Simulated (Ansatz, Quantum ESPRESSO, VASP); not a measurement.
One structure in several programs: Cu3Sn (P1, 8 atoms in the cell)

Self-consistent single point, at a second geometry (atoms moved at random). First geometry:

```
Cu3Sn
1.0
    4.32369     0.00000     0.00000
    0.00000     5.43252     0.00000
    0.00000     0.00000     4.76457
Cu Sn
6 2
Direct
  0.50000   0.00000   0.30100
  0.00000   0.50000   0.69900
  0.00000   0.75052   0.15581
  0.00000   0.24948   0.15581
  0.50000   0.74948   0.84419
  0.50000   0.25052   0.84419
  0.50000   0.50000   0.34118
  0.00000   0.00000   0.65882
```

Second geometry:
```yaml
crystal:
  lattice:
    - [4.32369, 0.00000, 0.00000]
    - [0.00000, 5.43252, 0.00000]
    - [0.00000, 0.00000, 4.76457]
  atoms:
    - { symbol: Cu, position: [0.51478, 0.00728, 0.29583] }
    - { symbol: Cu, position: [0.99204, 0.48809, 0.70166] }
    - { symbol: Cu, position: [0.99105, 0.75394, 0.15611] }
    - { symbol: Cu, position: [0.99215, 0.25627, 0.14965] }
    - { symbol: Cu, position: [0.50442, 0.73760, 0.83496] }
    - { symbol: Cu, position: [0.49172, 0.25109, 0.85510] }
    - { symbol: Sn, position: [0.52218, 0.49789, 0.34216] }
    - { symbol: Sn, position: [0.99167, 0.00785, 0.66452] }
```

Shared settings, as Ansatz (an electronic-structure program) writes them: kpoints.mp_grid.grid = 4 3 4; scf.occupations.method = fermi_dirac; scf.occupations.width = 0.1 eV. Potentials and cutoffs stand in the table.

```csv
code,model,ΔF from the first geometry (meV/atom),pressure (GPa),largest force (eV/Å),cutoff
Ansatz,"PBEsol, default PAW files made with PBE",20.3,-0.74,1.071,default
Quantum ESPRESSO,"PBEsol, PSlibrary PAW (PBE) pseudopotentials",20.6,-1.48,1.091,55 Ry
VASP,"PBEsol, VASP's PBE PAW potentials (set 64)",20.6,-2.25,1.084,300 eV
```

Size of the force on each atom (eV/Å): Sizes of forces hide their directions.

| code | Cu1 | Cu2 | Cu3 | Cu4 | Cu5 | Cu6 | Sn7 | Sn8 |
|---|---|---|---|---|---|---|---|---|
| Ansatz | 0.563 | 0.650 | 0.578 | 0.644 | 0.417 | 0.276 | 1.071 | 0.733 |
| Quantum ESPRESSO | 0.570 | 0.661 | 0.587 | 0.652 | 0.423 | 0.277 | 1.091 | 0.747 |
| VASP | 0.571 | 0.659 | 0.586 | 0.651 | 0.422 | 0.281 | 1.084 | 0.739 |

On Ansatz's run: spin polarisation is off.

The spread over the programs that give each value: ΔF from the first geometry within 0.3 meV/atom; pressure within 1.51 GPa; largest force within 0.020 eV/Å.

Ansatz's pressure is given at a fixed set of plane waves, as the other plane-wave codes print theirs; with its correction for the finite basis it is -0.64 GPa.

The shared mesh is coarse (it stands for a supercell whose shortest vector is 16 Å), so the values are not converged in it.

VASP's run is marked for a possible Pulay error in its stress at this cutoff; no cutoff test was made.

The starting cell comes from a database of computed structures (which also holds hypothetical and non-ambient phases and stackings), without a prior relaxation at this level. For this run, on top of that: atoms moved at random.

Left out of this page: GPAW and FLEUR (not drawn, or without a comparable value); CP2K (unsound by tests on forces, stress, charge or solver warnings).

Keys are those of Ansatz 0.2.
